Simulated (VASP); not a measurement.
Computed with PBEsol GGA, VASP's PBE PAW potentials (set 64) (plane waves; VASP 6.6.1).

VASP ran on this input.

**INCAR**
```
! general
SYSTEM =SrO
PREC   =Accurate
ENCUT  =620
LREAL  =.FALSE.
LASPH  =.TRUE.

! electronic loop
EDIFF  =1E-6
NELM   =100
ALGO   =Normal
LMAXMIX=4

! smearing
ISMEAR =0
SIGMA  =0.05

! functional
GGA    =PS

! ions
IBRION =2
NSW    =40
ISIF   =3
EDIFFG =-0.02
PSTRESS=50

! output
LWAVE  =.FALSE.
LCHARG =.FALSE.
```

File KPOINTS:
```
kpoints
0
gamma
9 9 9
0 0 0
```

**POSCAR**
```
SrO
1
    0.0000000000     2.5669795706     2.5669795706
    2.5669795706     0.0000000000     2.5669795706
    2.5669795706     2.5669795706     0.0000000000
Sr O
1 1
Direct
  0.0000000000   0.0000000000   0.0000000000
  0.5000000000   0.5000000000   0.5000000000
```

POTCAR, in this order: Sr_sv O (PBE.64 set). Program: vasp_std.

Output

### OUTCAR
```
 ion  position               nearest neighbor table
   1  0.000  0.000  0.000-   2 2.57   2 2.57   2 2.57   2 2.57   2 2.57   2 2.57
   2  0.500  0.500  0.500-   1 2.57   1 2.57   1 2.57   1 2.57   1 2.57   1 2.57
  LATTYP: Found a face centered cubic cell.
 ALAT       =     5.1339591412
 Subroutine PRICEL returns:
 Original cell was already a primitive cell.
 Subroutine GETGRP returns: Found 48 space group operations
The static configuration has the point symmetry O_h .
The dynamic configuration has the point symmetry O_h .
 Subroutine INISYM returns: Found 48 space group operations
 Subroutine IBZKPT returns following result:
 Found     35 irreducible k-points:

 Following reciprocal coordinates:
            Coordinates               Weight
  0.000000  0.000000  0.000000      1.000000
  0.111111  0.000000  0.000000      8.000000
  0.222222  0.000000  0.000000      8.000000
  0.333333  0.000000  0.000000      8.000000
  0.444444  0.000000  0.000000      8.000000
  0.111111  0.111111  0.000000      6.000000
  0.222222  0.111111  0.000000     24.000000
  0.333333  0.111111  0.000000     24.000000
  0.444444  0.111111  0.000000     24.000000
 -0.444444  0.111111  0.000000     24.000000
 -0.333333  0.111111  0.000000     24.000000
 -0.222222  0.111111  0.000000     24.000000
 -0.111111  0.111111  0.000000     12.000000
  0.222222  0.222222  0.000000      6.000000
  0.333333  0.222222  0.000000     24.000000
  0.444444  0.222222  0.000000     24.000000
 -0.444444  0.222222  0.000000     24.000000
 -0.333333  0.222222  0.000000     24.000000
 -0.222222  0.222222  0.000000     12.000000
  0.333333  0.333333  0.000000      6.000000
  0.444444  0.333333  0.000000     24.000000
 -0.444444  0.333333  0.000000     24.000000
 -0.333333  0.333333  0.000000     12.000000
  0.444444  0.444444  0.000000      6.000000
...
```

**OSZICAR**
```
       N       E                     dE             d eps       ncg     rms          rms(c)
DAV:   1     0.877141673788E+02    0.87714E+02   -0.10009E+04   840   0.151E+03
DAV:   2    -0.992969902363E+01   -0.97644E+02   -0.89312E+02  1084   0.275E+02
DAV:   3    -0.144940885536E+02   -0.45644E+01   -0.45226E+01  1120   0.560E+01
DAV:   4    -0.146152908831E+02   -0.12120E+00   -0.12116E+00  1144   0.840E+00
DAV:   5    -0.146168746800E+02   -0.15838E-02   -0.15838E-02  1108   0.833E-01    0.176E+01
DAV:   6    -0.127861878802E+02    0.18307E+01   -0.91030E+00   980   0.230E+01    0.207E+01
DAV:   7    -0.126655706978E+02    0.12062E+00   -0.54997E-01  1040   0.667E+00    0.120E+01
DAV:   8    -0.126415635178E+02    0.24007E-01   -0.14080E-01   896   0.413E+00    0.781E-01
DAV:   9    -0.126412616657E+02    0.30185E-03   -0.11680E-02  1208   0.921E-01    0.213E-01
DAV:  10    -0.126415338786E+02   -0.27221E-03   -0.88391E-04   896   0.299E-01    0.660E-02
DAV:  11    -0.126416003013E+02   -0.66423E-04   -0.93219E-05   980   0.890E-02    0.340E-02
DAV:  12    -0.126416077665E+02   -0.74652E-05   -0.10448E-05  1200   0.313E-02    0.153E-02
DAV:  13    -0.126416070785E+02    0.68805E-06   -0.14401E-06   840   0.141E-02
   1 F= -.11585868E+02 E0= -.11585868E+02  d E =-.115859E+02
       N       E                     dE             d eps       ncg     rms          rms(c)
DAV:   1    -0.132806376238E+02   -0.63903E+00   -0.15185E+01  1100   0.378E+01    0.981E+00
DAV:   2    -0.126929042821E+02    0.58773E+00   -0.21783E+00   908   0.124E+01    0.216E+00
DAV:   3    -0.125814719992E+02    0.11143E+00   -0.29988E-01  1216   0.560E+00    0.164E+00
DAV:   4    -0.125682281546E+02    0.13244E-01   -0.13333E-01  1288   0.272E+00    0.134E+00
DAV:   5    -0.125760037965E+02   -0.77756E-02   -0.53921E-03  1260   0.678E-01    0.250E-01
DAV:   6    -0.125771636927E+02   -0.11599E-02   -0.27788E-03  1384   0.397E-01    0.165E-01
DAV:   7    -0.125774831030E+02   -0.31941E-03   -0.55764E-04  1372   0.176E-01    0.605E-02
DAV:   8    -0.125774769076E+02    0.61954E-05   -0.16669E-05   932   0.447E-02    0.134E-02
DAV:   9    -0.125774775733E+02   -0.66574E-06   -0.81626E-06  1256   0.179E-02
   2 F= -.11601955E+02 E0= -.11601955E+02  d E =-.160869E-01
       N       E                     dE             d eps       ncg     rms          rms(c)
DAV:   1    -0.127152530882E+02   -0.13778E+00   -0.21170E+00   996   0.140E+01    0.306E+00
DAV:   2    -0.126358721259E+02    0.79381E-01   -0.33381E-01   940   0.501E+00    0.869E-01
DAV:   3    -0.126192355426E+02    0.16637E-01   -0.40139E-02  1172   0.213E+00    0.113E+00
DAV:   4    -0.126168328754E+02    0.24027E-02   -0.14798E-02  1304   0.925E-01    0.873E-01
DAV:   5    -0.126178813400E+02   -0.10485E-02   -0.15203E-03  1292   0.289E-01    0.315E-01
DAV:   6    -0.126181790941E+02   -0.29775E-03   -0.14887E-03  1352   0.255E-01    0.230E-02
DAV:   7    -0.126181759677E+02    0.31264E-05   -0.21932E-05  1248   0.389E-02    0.820E-03
DAV:   8    -0.126181756087E+02    0.35898E-06   -0.20332E-06   796   0.141E-02
   3 F= -.11612785E+02 E0= -.11612785E+02  d E =-.269175E-01
```

OUTCAR:
```
------------------------ aborting loop because EDIFF is reached ----------------------------------------
  FORCE on cell =-STRESS in cart. coord.  units (eV):
  Direction    XX          YY          ZZ          XY          YZ          ZX
  --------------------------------------------------------------------------------------
  Total        1.0039821      1.0039821      1.0039821     -0.0000000      0.0000000      0.0000000
  in kB       49.9299714     49.9299714     49.9299714     -0.0000000      0.0000000      0.0000000
  external PRESSURE =      -0.0700286 kB  Pullay stress =      50.0000000 kB
  volume of cell :       32.22
      direct lattice vectors                 reciprocal lattice vectors
     0.000000000  2.525506033  2.525506033    -0.197980125  0.197980125  0.197980125
     2.525506033  0.000000000  2.525506033     0.197980125 -0.197980125  0.197980125
     2.525506033  2.525506033  0.000000000     0.197980125  0.197980125 -0.197980125
  FREE ENERGIE OF THE ION-ELECTRON SYSTEM (eV)
  ---------------------------------------------------
  free  energy   TOTEN  =       -12.6181756087 eV

  energy  without entropy=      -12.6181756087  energy(sigma->0) =      -12.61817561
  enthalpy is  TOTEN    =       -11.6127854062 eV   P V=        1.0053902025

 reached required accuracy - stopping structural energy minimisation
```
(Selected blocks of OUTCAR.)

### CONTCAR
```
SrO
   1.00000000000000
     0.0000000000000000    2.5255060333881265    2.5255060333881265
     2.5255060333881265    0.0000000000000000    2.5255060333881265
     2.5255060333881265    2.5255060333881265    0.0000000000000000
  Sr              O
     1     1
Direct
     0.0000000000000000    0.0000000000000000    0.0000000000000000
     0.5000000000000000    0.5000000000000000    0.5000000000000000
```

Energy and stress use the plane-wave basis of the starting cell.

The compound is SrO in the rock salt structure. This run relaxes it under an external pressure of 5 GPa. Symmetry was kept, so distortions that lower it aren't found.
